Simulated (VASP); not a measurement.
All values below come from r2SCAN meta-GGA, VASP's PBE PAW potentials (set 64) (plane waves; VASP).

A VASP calculation is set up with these files.

**INCAR**
```
SYSTEM  =  LiNbO3
PREC  =  Accurate; ENCUT  =  520; LREAL  =  F
LASPH  =  T
EDIFF  =  1E-7; NELM  =  100; ALGO  =  Normal
LMAXMIX  =  4; LMIXTAU  =  T
ISMEAR  =  -5
METAGGA  =  R2SCAN
ISIF  =  2
LWAVE  =  F; LCHARG  =  F; LORBIT  =  11
NEDOS  =  601
LEFG  =  T
```

File KPOINTS:
```
Regular mesh
0
Gamma
  6 6 6
0 0 0
```

KPOINTS_OPT:
```
k-points along high-symmetry lines
8
Line-mode
Reciprocal
  0.000000   0.000000   0.000000 ! GAMMA
 -0.500000  -0.500000  -0.500000 ! T

 -0.500000  -0.500000  -0.500000 ! T
 -0.500000  -0.232741  -0.767259 ! H_2

 -0.232741   0.232741  -0.500000 ! H_0
  0.000000   0.000000  -0.500000 ! L

  0.000000   0.000000  -0.500000 ! L
  0.000000   0.000000   0.000000 ! GAMMA

  0.000000   0.000000   0.000000 ! GAMMA
  0.000000   0.366371  -0.366371 ! S_0

 -0.366370   0.000000  -0.633630 ! S_2
 -0.500000   0.000000  -0.500000 ! F

 -0.500000   0.000000  -0.500000 ! F
  0.000000   0.000000   0.000000 ! GAMMA
```

POSCAR:
```
LiNbO3
1
    2.6018864232     1.5022000250     4.7237179630
   -2.6018864172     1.5022000352     4.7237179630
   -0.0000000059    -3.0044000602     4.7237179630
Li Nb O
2 2 6
Direct
  0.6425113964   0.6425113964   0.6425113964
  0.3574886036   0.3574886036   0.3574886036
  0.8564151020   0.8564151020   0.8564151020
  0.1435848980   0.1435848980   0.1435848980
  0.0446924319   0.4383588841   0.7830539072
  0.9553075681   0.5616411159   0.2169460928
  0.7830539072   0.0446924318   0.4383588841
  0.2169460928   0.9553075682   0.5616411159
  0.4383588841   0.7830539072   0.0446924319
  0.5616411159   0.2169460928   0.9553075681
```

POTCAR, in this order: Li_sv Nb_sv O (PBE.64 set). Program: vasp_std.

**Question.** What will the output report for the number of irreducible k-points (NKPTS), number of bands (NBANDS), largest plane-wave count, number of space-group operations, FFT grid (NGX, NGY, NGZ)?

**Answer.** 
```yaml
number of irreducible k-points (NKPTS): 40
number of bands (NBANDS): 40
largest_plane_wave_count: 3008
number_of_space_group_operations: 6
FFT grid (NGX, NGY, NGZ): 42 × 42 × 42
```

The structure comes from a computed database's LiNbO3 entry (R-3); how it stands against other phases isn't given here. It was relaxed first, which changed the volume by -5 %.
